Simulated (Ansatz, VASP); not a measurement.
# NiO: VASP beside Ansatz

Wanted: the spread between two codes on one cell, functional and k mesh. The cell is taken from a series of runs on this material, whose earlier steps may have relaxed, scaled, displaced or heated it; both programs get it as it stands.

Method: plane waves, with VASP 6.6.1 beside it; single point at HSE06, in Ansatz 0.2.0.

## (1) The structure

It takes space group Fm-3m (No. 225, cubic). Conventional cell: a = 4.172 Å, b = 4.172 Å, c = 4.172 Å, α = 90.00°, β = 90.00°, γ = 90.00°. Nearest to Ni lie 6 O at 2.09 Å. O has 6 Ni at 2.09 Å nearest. Farther neighbours and most contacts between anions are not listed.

## (2) Ansatz: single point, HSE06

Ansatz runs on its default PAW (the set named soft_2) files.

With cell and atoms fixed, the geometry can't cause a difference; cores, projectors, grids and the points listed under the comparison can.

File input.yaml:

```yaml
crystal:
  lattice:
    - [0.0, -2.085901641, -2.085901641]
    - [0.0, 2.085901641, -2.085901641]
    - [4.171803282, 0.0, 0.0]
  atoms:
    - { symbol: Ni, position: [0.5, 0.5, 0.5], spin: 2.0 }
    - { symbol: Ni, position: [0.0, 0.0, 0.0], spin: 2.0 }
    - { symbol: O, position: [0.5, 0.5, 0.0] }
    - { symbol: O, position: [0.0, 0.0, 0.5] }
magnetization:
  spin_polarized: true
kpoints:
  mp_grid: { grid: [8, 8, 6] }
hamiltonian:
  xc: hse06
scf:
  occupations: { method: fermi_dirac, width: 0.05 }
output:
  eigenvalues: true
```

Command:

```console
> ansatz run input.yaml --threads 4 --pin off --max-ram 8192MiB --backend cpu --events-out ev --progress --plain --runs-dir out
```

Numbers of over 12 decimals in the logs are rounded to 6 here.

The program printed:

```text
Engine: ansatz 0.2.0, aarch64-unknown-linux-gnu
Pseudopotentials: kind: paw
Pseudopotential: Ni, paw, valence charge 18, recommended cutoff 420 eV (normal), Ni.paw.azcp
Pseudopotential: O, paw, valence charge 6, recommended cutoff 420 eV (normal), O.paw.azcp
Functional definition: HSE06
  parameter a = 0.25
  parameter omega = 0.11/bohr
  exchange = pbe_x - a*pbe_x_sr(omega) + a*exact_x_sr(omega)
  correlation = pbe_c
Crystal: 4 atoms, lattice volume = 36.303 Å³
Basis set: ecut = 420 eV, 681 PW (Γ)
Bands: 32, of which v1, the nominal top of the filled ones, is band 24 counted from 1 (23 counted from 0)
Symmetry: 32 space group operations
Space group: Fm-3m (ITA 225), of the structure as read, at distance tolerance 3.3e-5 Å
Magnetic group: BNS 225.116 (UNI 1618), of the structure as read, at distance tolerance 3.3e-5 Å
k-points: 60 of 384
Non-local potential: Ni, projectors of the file, l = 0: 3, l = 1: 2, l = 2: 3, l = 3: 1
Non-local potential: O, projectors of the file, l = 0: 2, l = 1: 2, l = 2: 1
PAW form: soft (Blöchl's): semilocal exchange-correlation on the pseudo side does not see the compensation charge
PAW frozen core: Ni, regenerated for the run's functional, and the local potential with it (the file was generated under x = pbe(κ = 0.804, μ = 0.219515), c = pbe(β = 0.066725))
PAW frozen core: O, regenerated for the run's functional, and the local potential with it (the file was generated under x = pbe(κ = 0.804, μ = 0.219515), c = pbe(β = 0.066725))
PAW one-centre angular grid: Ni, 590 points (default); XC on 96 Gauss nodes
PAW one-centre angular grid: O, 110 points (default); XC on 96 Gauss nodes
Initial density: superposition of atomic densities (chi_scale 0.1, normalization cell, long waves kept (reshape's long-wave potential 0.00 eV rms))
Starting moments: Σ|m| = 4 μB on 2 of 4 sites
Initial wavefunctions: pseudopotential atomic-orbital guess
Functional: x = pbe(κ = 0.804, μ = 0.219515), c = pbe(β = 0.066725), warm-up for x = pbe(κ = 0.804, μ = 0.219515) + 0.25 (exact − pbe) at short range (hse, ω = 0.207870 Å⁻¹), c = pbe(β = 0.066725); HSE06 as pw.x's `hse` composes it (authors' and Libxc's form: `xc: wpbeh`)
SCF iter   1: F=—  HF=-12817.311114 eV  |F-HF|=—  |Δ(HF+E_count)|=         —  Δρ=3.83e-1 (↑9.62e-2 ↓3.83e-1)  dr2=5.33e1  dr2_m=1.00e1  M=0.923 μB ∫|m|=0.930 μB  β_m=0.30  ethr=1.00e-1  ⟨swp⟩=5.7  Hψ=10699  notcnv=0
preconditioner: auto → Kerker (q_TF=auto, 2.858 Å⁻¹)  [metal: Δε(μ)=0.038 eV  Ē_g=13.911 eV  σ=0.050 eV  W_gap=0.19  n_scr=14 (ndim 8)  ℏωp=34.9 eV  f_vac=0.000  D(μ)=1.97/eV (n_scr^D=20)]
spin=Collinear: Kerker preconditioning applied to the charge; magnetization (m = ρ↑ − ρ↓) channel mixes plain (no charge-response kernel on spin).
iter 2 solved again at ethr=1.81e-3 eV; its pass at ethr=1.00e-1 eV (dr2=8.70e-1 eV) is discarded
SCF iter   2: F=—  HF=-12811.436328 eV  |F-HF|=—  |Δ(HF+E_count)|=    5.87e0  Δρ=7.65e-2 (↑7.65e-2 ↓6.75e-2)  dr2=9.36e-1  dr2_m=8.78e-1  M=2.203 μB ∫|m|=2.206 μB  β_m=0.30  ethr=1.81e-3  ⟨swp⟩=3.5  Hψ=17199  notcnv=0  defer=18
SCF iter   3: F=—  HF=-12811.190134 eV  |F-HF|=—  |Δ(HF+E_count)|=   2.46e-1  Δρ=6.49e-2 (↑4.13e-2 ↓6.49e-2)  dr2=5.34e-1  dr2_m=6.79e-1  M=2.034 μB ∫|m|=2.036 μB  β_m=0.30  ethr=1.81e-3  ⟨swp⟩=3.1  Hψ=9014  notcnv=0  defer=7
SCF iter   4: F=—  HF=-12811.210723 eV  |F-HF|=—  |Δ(HF+E_count)|=   2.06e-2  Δρ=2.56e-2 (↑2.56e-2 ↓2.22e-2)  dr2=1.34e-2  dr2_m=1.72e-1  M=2.251 μB ∫|m|=2.253 μB  β_m=1.00  ethr=1.11e-3  ⟨swp⟩=3.1  Hψ=10466  notcnv=0  defer=7
SCF iter   5: F=—  HF=-12811.208182 eV  |F-HF|=—  |Δ(HF+E_count)|=   2.54e-3  Δρ=2.17e-2 (↑8.56e-3 ↓2.17e-2)  dr2=1.36e-1  dr2_m=4.47e-2  M=2.457 μB ∫|m|=2.466 μB  β_m=1.00  ethr=2.80e-5  ⟨swp⟩=4.1  Hψ=12244  notcnv=0  defer=5
SCF iter   6: F=—  HF=-12811.230724 eV  |F-HF|=—  |Δ(HF+E_count)|=   2.25e-2  Δρ=5.42e-3 (↑2.34e-3 ↓5.42e-3)  dr2=8.20e-3  dr2_m=2.06e-3  M=2.512 μB ∫|m|=2.521 μB  β_m=1.00  ethr=2.80e-5  ⟨swp⟩=3.2  Hψ=9850  notcnv=0  defer=5
SCF iter   7: F=—  HF=-12811.256125 eV  |F-HF|=—  |Δ(HF+E_count)|=   2.54e-2  Δρ=4.22e-3 (↑4.22e-3 ↓3.30e-3)  dr2=9.72e-3  dr2_m=9.08e-4  M=2.551 μB ∫|m|=2.559 μB  β_m=0.30  ethr=1.71e-5  ⟨swp⟩=3.2  Hψ=9050  notcnv=0  defer=1
Mixer restart at iter 7: flushing history
spin-set hold released at iteration 7 (site moments contracting): the magnetisation degrees of freedom join the quasi-Newton model from the next iteration; the mixer history was flushed
SCF iter   8: F=—  HF=-12811.273834 eV  |F-HF|=—  |Δ(HF+E_count)|=   1.77e-2  Δρ=5.82e-3 (↑5.48e-3 ↓5.82e-3)  dr2=6.21e-4  dr2_m=1.03e-2  M=2.637 μB ∫|m|=2.644 μB  β_m=0.65  ethr=1.71e-5  ⟨swp⟩=2.9  Hψ=7922  notcnv=0
[...]
SCF 2 stopped early in 7 iterations: F = -12810.400184 eV  dr2 = 5.72e-6
  greatest PAW one-centre occupation: 1.003 electrons in one spin orbital (limit 2), on the Ni atom at site 1 (counted from 0), in its partial waves of l = 1
hybrid outer 1: dexx = +3.788e-1 eV, tail = 1.11e-3 eV
[...]
SCF iter   4: F=—  HF=-12810.396605 eV  |F-HF|=—  |Δ(HF+E_count)|=   8.44e-7  Δρ=3.05e-5 (↑2.94e-5 ↓3.05e-5)  dr2=8.99e-8  dr2_m=2.45e-7  M=4.000 μB ∫|m|=4.062 μB  β_m=0.59  ethr=1.51e-9  ⟨swp⟩=3.1  Hψ=8404  notcnv=0  defer=1
SCF iter   5: F=-12810.396605 eV  HF=-12810.396605 eV  |F-HF|=5.81e-8  |Δ(HF+E_count)|=   2.33e-7  Δρ=1.50e-5 (↑3.35e-6 ↓1.50e-5)  dr2=7.15e-8  dr2_m=1.28e-8  M=4.000 μB ∫|m|=4.063 μB  ethr=1.71e-10  ⟨swp⟩=3.6  Hψ=10221  notcnv=0  defer=2
SCF 3 converged in 5 iterations: F = -12810.396605 eV  dr2 = 7.15e-8
hybrid outer 2: dexx = +1.650e-5 eV, tail = 1.36e-6 eV, Δε = 1.58e-2 eV (about 6.59e-4 eV left of the loop's levels)
Exchange kernel: α = 0.2500, screened, ω = 0.2079 Å⁻¹, Wigner–Seitz truncation, v(0) = 1046.7717 eV·Å³, q-mesh 8×8×6, nearest image of the exchange supercell L = 23.60 Å, pair-density grid 18×18×24, without the augmentation charges, whose exchange is taken in its separable form by FFT convolution over the k-point mesh (sized by the pseudopotential files, 20×20×30 at the most), smooth part of the exact exchange by density-matrix convolution
Frozen-core exchange: fock
SCF iter   1: F=—  HF=-12810.396603 eV  |F-HF|=—  |Δ(HF+E_count)|=         —  Δρ=1.14e-5 (↑9.22e-6 ↓1.14e-5)  dr2=4.96e-8  dr2_m=9.63e-9  M=4.000 μB ∫|m|=4.063 μB  β_m=0.30  ethr=1.42e-8  ⟨swp⟩=2.6  Hψ=7787  notcnv=0
preconditioner: auto → none  [insulator: Δε(μ)=3.027 eV  Ē_g=16.335 eV  σ=0.050 eV  W_gap=1.00  n_scr=14 (ndim 8)  ℏωp=34.9 eV  f_vac=0.000  D(μ)=0.00/eV (n_scr^D=0)]
SCF iter   2: F=-12810.396603 eV  HF=-12810.396603 eV  |F-HF|=1.93e-9  |Δ(HF+E_count)|=   3.35e-8  Δρ=8.69e-6 (↑6.59e-6 ↓8.69e-6)  dr2=1.21e-8  dr2_m=1.46e-8  M=4.000 μB ∫|m|=4.063 μB  ethr=9.47e-11  ⟨swp⟩=4.0  Hψ=10057  notcnv=0  defer=2
SCF 4 converged in 2 iterations: F = -12810.396603 eV  dr2 = 1.21e-8
hybrid outer 3: dexx = +3.692e-8 eV, tail = 7.33e-8 eV, Δε = 4.30e-4 eV (about 1.71e-4 eV left of the loop's levels)
The result ahead of the solve for the band table, with the exchange loop's own table, told since no file at a place of the run's own has it by now; the run can take it back:
hybrid SCF converged: 3 outer / 14 inner (+25 warm-up), last move |dexx| = 3.69e-8 eV, tail = 7.33e-8 eV
Magnetization: 4.0000 μB (26.0000 up, 22.0000 down)
Absolute magnetization: 4.0591 μB (∫|ρ↑−ρ↓|, with the PAW one-centre terms)
Spin contamination: 0.0061 ħ² per cell (⟨S²⟩ above its minimum at these occupations)
Per-site moments (μB) at R_I (Å): [(1.725299, 0.860434), (1.725299, 0.860434), (0.239496, 0.860434), (0.239496, 0.860434)]
Free energy (F): -12810.396603 eV
Frozen-core exchange: fock
Harris-Foulkes:  -12810.396603 eV  (|F-HF|=1.93e-9)
Internal energy: -12810.396603 eV  (E = F + TS)
E sigma→0 (E₀):  -12810.396603 eV
Fermi energy:    14.539345 eV
--- Per-component energies (eV) ---
  E_band       = -810.020141
  E_kinetic    = 902.704917
  E_local      = -7979.901502  (includes V_loc(G=0)·N_el)
  E_nonlocal   = 1387.970624
  E_hartree    = 3286.585911
  E_xc         = -250.708140
  E_vxc        = -318.681953  (∫ρ·V_xc dr)
  E_exx        = -234.411567  (= α·E_x^exact, valence–valence)
  E_paw        = -3412.559535  (= ΣΔE_a)
  E_vpaw       = -906.472063  (= ΣTr[D̂ρ^β])
  E_aug_tail   = 0.006368  (compensation charges beyond the density's cutoff)
  E_ewald      = -6509.597821
  E_core_change = -0.485859  (= ΣΔE_core)
  E_smearing   = -0.000000  (= −TS)
  E_closure    = -0.000000  (closes the sum)
  Σ components = -12810.396603   (vs F -12810.396603, Δ=0.00e0)
--- Band table (eV; the first three rows and the last of 120) ---
  k-point 0 ↑: bands = [... 20 lower, 9.0981, 9.8494, 9.8494, 10.5829, 10.5829, 10.5832, 16.6003, 21.3230, ... 1 higher]
  k-point 1 ↑: bands = [... 20 lower, 9.3821, 10.1119, 10.1119, 10.6552, 10.6749, 10.6749, 17.3033, 21.5251, ... 1 higher]
  k-point 2 ↑: bands = [... 20 lower, 10.0791, 10.5121, 10.5121, 10.6884, 10.8040, 10.8040, 18.9295, 21.6143, ... 1 higher]
  k-point 59 ↓: bands = [... 20 lower, 11.1578, 11.1578, 17.1110, 17.1110, 17.7193, 17.7193, 24.7240, 24.7240, ... 1 higher]
this state was not tested for a lower state beside it, because the functional holds exact exchange (a hybrid, or Hartree-Fock), whose exchange loop this test does not read (fock_operator); the stability check (scf.self_checks: high) cannot read this state: a pseudopotential is PAW: the check reads norm-conserving sets alone
hybrid SCF converged: 3 outer / 14 inner (+25 warm-up), last move |dexx| = 3.69e-8 eV, tail = 7.33e-8 eV
Magnetization: 4.0000 μB (26.0000 up, 22.0000 down)
Absolute magnetization: 4.0591 μB (∫|ρ↑−ρ↓|, with the PAW one-centre terms)
Spin contamination: 0.0061 ħ² per cell (⟨S²⟩ above its minimum at these occupations)
Per-site moments (μB) at R_I (Å): [(1.725299, 0.860434), (1.725299, 0.860434), (0.239496, 0.860434), (0.239496, 0.860434)]
Free energy (F): -12810.396603 eV
Frozen-core exchange: fock
Harris-Foulkes:  -12810.396603 eV  (|F-HF|=1.93e-9)
Internal energy: -12810.396603 eV  (E = F + TS)
E sigma→0 (E₀):  -12810.396603 eV
Fermi energy:    14.539345 eV
--- Per-component energies (eV) ---
  E_band       = -810.020141
  E_kinetic    = 902.704917
  E_local      = -7979.901502  (includes V_loc(G=0)·N_el)
  E_nonlocal   = 1387.970624
  E_hartree    = 3286.585911
  E_xc         = -250.708140
  E_vxc        = -318.681953  (∫ρ·V_xc dr)
  E_exx        = -234.411567  (= α·E_x^exact, valence–valence)
  E_paw        = -3412.559535  (= ΣΔE_a)
  E_vpaw       = -906.472063  (= ΣTr[D̂ρ^β])
  E_aug_tail   = 0.006368  (compensation charges beyond the density's cutoff)
  E_ewald      = -6509.597821
  E_core_change = -0.485859  (= ΣΔE_core)
  E_smearing   = -0.000000  (= −TS)
  E_closure    = -0.000000  (closes the sum)
  Σ components = -12810.396603   (vs F -12810.396603, Δ=0.00e0)
--- Band table (eV; the first three rows and the last of 120) ---
  k-point 0 ↑: bands = [... 20 lower, 9.0981, 9.8494, 9.8494, 10.5829, 10.5829, 10.5832, 16.6003, 21.3230, ... 4 higher]
  k-point 1 ↑: bands = [... 20 lower, 9.3821, 10.1119, 10.1119, 10.6552, 10.6748, 10.6748, 17.3033, 21.5251, ... 4 higher]
  k-point 2 ↑: bands = [... 20 lower, 10.0791, 10.5121, 10.5121, 10.6884, 10.8040, 10.8040, 18.9295, 21.6143, ... 4 higher]
  k-point 59 ↓: bands = [... 20 lower, 11.1578, 11.1578, 17.1111, 17.1111, 17.7194, 17.7194, 24.7240, 24.7240, ... 4 higher]
```

[end of part 1 of 2]

[Lines on the potential files, build, host, timing and source positions are cut from VASP's logs without a mark.]

[Logs are printed without paths, hosts, clocks, repeated set-up lines and the standing remarks that a program may print on its own settings, such as how far it seeks lower states.]

[Hosts, paths, dates, database ids (printed as entryN), source tags and the programs' standing remarks are cut or masked in the printed files.]
